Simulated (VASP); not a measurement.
All values below come from vdW-DF2, VASP's PBE PAW potentials (set 64) (plane waves; VASP).

A VASP calculation is set up with these files.

KPOINTS:
```
Automatic mesh
0
Gamma
12 12 8
0 0 0
```

### POSCAR
```
TiAl
1
    2.8511505582     0.0000000000     0.0000000000
    0.0000000000     2.8511505582     0.0000000000
    0.0000000000     0.0000000000     4.1008010395
Ti Al
1 1
Direct
  0.0000000000   0.0000000000   0.0000000000
  0.5000000000   0.5000000000   0.5000000000
```

**INCAR**
```
AGGAC=0.0
EDIFFG=-0.01
LASPH=.TRUE.   ! aspherical one-centre terms
ZAB_VDW=-1.8867
LCHARG=.FALSE.
LMAXMIX=4
PREC=Accurate
ALGO=Normal
NELM=100   ! most electronic steps
LWAVE=.FALSE.
ISMEAR=1
ENCUT=520   ! plane-wave cut-off (eV)
NSW=60   ! most ionic steps
SIGMA=0.1
IBRION=2   ! conjugate gradients
LREAL=.FALSE.   ! projection in real space or not
SYSTEM=TiAl
ISIF=3   ! ions, shape and volume
EDIFF=1E-6
GGA=ML
LUSE_VDW=.TRUE.
```

POTCAR, in this order: Ti_sv Al (PBE.64 set). Program: vasp_std.

The run wrote:

File OUTCAR:
```
 ion  position               nearest neighbor table
   1  0.000  0.000  0.000-   2 2.88   2 2.88   2 2.88   2 2.88   2 2.88   2 2.88   2 2.88   2 2.88
  LATTYP: Found a simple tetragonal cell.
 ALAT       =     2.8511505582
 C/A-ratio  =     1.4382969106
 Subroutine PRICEL returns:
 Original cell was already a primitive cell.
 Subroutine GETGRP returns: Found 16 space group operations
The static configuration has the point symmetry D_4h.
The dynamic configuration has the point symmetry D_4h.
 Subroutine INISYM returns: Found 16 space group operations
 Subroutine IBZKPT returns following result:
 Found    140 irreducible k-points:

 Following reciprocal coordinates:
            Coordinates               Weight
  0.000000  0.000000  0.000000      1.000000
  0.083333  0.000000  0.000000      4.000000
  0.166667  0.000000  0.000000      4.000000
  0.250000  0.000000  0.000000      4.000000
  0.333333  0.000000  0.000000      4.000000
  0.416667  0.000000  0.000000      4.000000
  0.500000  0.000000  0.000000      2.000000
  0.083333  0.083333  0.000000      4.000000
  0.166667  0.083333  0.000000      8.000000
  0.250000  0.083333  0.000000      8.000000
  0.333333  0.083333  0.000000      8.000000
  0.416667  0.083333  0.000000      8.000000
  0.500000  0.083333  0.000000      4.000000
  0.166667  0.166667  0.000000      4.000000
  0.250000  0.166667  0.000000      8.000000
  0.333333  0.166667  0.000000      8.000000
  0.416667  0.166667  0.000000      8.000000
  0.500000  0.166667  0.000000      4.000000
  0.250000  0.250000  0.000000      4.000000
  0.333333  0.250000  0.000000      8.000000
  0.416667  0.250000  0.000000      8.000000
  0.500000  0.250000  0.000000      4.000000
  0.333333  0.333333  0.000000      4.000000
  0.416667  0.333333  0.000000      8.000000
...
```

OSZICAR:
```
       N       E                     dE             d eps       ncg     rms          rms(c)
DAV:   1     0.946560010152E+02    0.94656E+02   -0.74732E+03  3083   0.138E+03
DAV:   2    -0.224299011576E+01   -0.96899E+02   -0.94232E+02  3116   0.332E+02
DAV:   3    -0.795507418840E+01   -0.57121E+01   -0.54954E+01  4940   0.777E+01
DAV:   4    -0.813946614687E+01   -0.18439E+00   -0.18243E+00  3919   0.122E+01
DAV:   5    -0.814762956035E+01   -0.81634E-02   -0.81584E-02  4517   0.232E+00    0.878E+00
DAV:   6    -0.702208718421E+01    0.11255E+01   -0.11618E+01  3937   0.354E+01    0.337E+00
DAV:   7    -0.687629401065E+01    0.14579E+00   -0.13468E+00  3706   0.125E+01    0.181E+00
DAV:   8    -0.688116313278E+01   -0.48691E-02   -0.15394E-01  3632   0.440E+00    0.535E-01
DAV:   9    -0.687851183754E+01    0.26513E-02   -0.35150E-02  3813   0.238E+00    0.218E-01
DAV:  10    -0.687877069136E+01   -0.25885E-03   -0.19836E-03  3762   0.501E-01    0.355E-02
DAV:  11    -0.687875020468E+01    0.20487E-04   -0.47036E-04  4435   0.218E-01    0.380E-02
DAV:  12    -0.687874371402E+01    0.64907E-05   -0.17355E-05  3532   0.492E-02    0.147E-02
DAV:  13    -0.687874046139E+01    0.32526E-05   -0.41132E-06  3413   0.176E-02    0.490E-03
DAV:  14    -0.687874012440E+01    0.33699E-06   -0.56248E-07  1824   0.963E-03
   1 F= -.68787401E+01 E0= -.68789864E+01  d E =-.687874E+01
```

**OUTCAR**
```
------------------------ aborting loop because EDIFF is reached ----------------------------------------
  FORCE on cell =-STRESS in cart. coord.  units (eV):
  Direction    XX          YY          ZZ          XY          YZ          ZX
  --------------------------------------------------------------------------------------
  Total        0.0000082      0.0000082      0.0122444      0.0000000      0.0000000      0.0000000
  in kB        0.0003933      0.0003933      0.5884898      0.0000000      0.0000000      0.0000000
  external PRESSURE =       0.1964255 kB  Pullay stress =       0.0000000 kB
  volume of cell :       33.34
      direct lattice vectors                 reciprocal lattice vectors
     2.851150558  0.000000000  0.000000000     0.350735599  0.000000000  0.000000000
     0.000000000  2.851150558  0.000000000     0.000000000  0.350735599  0.000000000
     0.000000000  0.000000000  4.100801040     0.000000000  0.000000000  0.243854796
 POSITION                                       TOTAL-FORCE (eV/Angst)
 -----------------------------------------------------------------------------------
      0.00000      0.00000      0.00000         0.000000      0.000000      0.000000
      1.42558      1.42558      2.05040         0.000000      0.000000      0.000000
 -----------------------------------------------------------------------------------
    total drift:                                0.000000      0.000000      0.000000
  FREE ENERGIE OF THE ION-ELECTRON SYSTEM (eV)
  ---------------------------------------------------
  free  energy   TOTEN  =        -6.8787401244 eV

  energy  without entropy=       -6.8794790368  energy(sigma->0) =       -6.87898643

 reached required accuracy - stopping structural energy minimisation
```
(Selected blocks of OUTCAR.)

The compound is TiAl in the L1_0 structure. It was relaxed first. The start is the result of an earlier pass. The electron count is odd and the run is not spin-polarised, which forces a metal.
